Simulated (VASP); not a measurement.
OSZICAR of a VASP run on ZnSe:

OSZICAR:
```
       N       E                     dE             d eps       ncg     rms          rms(c)
DAV:   1    -0.394569012266E+02   -0.39457E+02   -0.15985E-05  1128   0.299E-02    0.386E-03
DAV:   2    -0.394568999911E+02    0.12355E-05   -0.82619E-06  1296   0.393E-02    0.384E-03
DAV:   3    -0.394568996156E+02    0.37542E-06   -0.10840E-06   856   0.786E-03    0.238E-03
DAV:   4    -0.394568994852E+02    0.13047E-06   -0.36435E-07   776   0.946E-03
   1 F= -.39456899E+02 E0= -.39456899E+02  d E =-.717819E-11
```

### Question
Which electronic solver shows in the log?

### Answer
It is blocked Davidson (ALGO = Normal, or the opening steps of other solvers). The INCAR had ALGO = Normal.

### Question
Can the final energy be trusted as converged?

### Answer
The calculation finished and met its thresholds. It stopped with EDIFF = 1E-6, NELM = 100 (PBEsol GGA, plane waves, VASP's PBE PAW potentials (set 64)).

The cell is a thin slab with vacuum, built from ZnSe (zinc blende): (110) face.
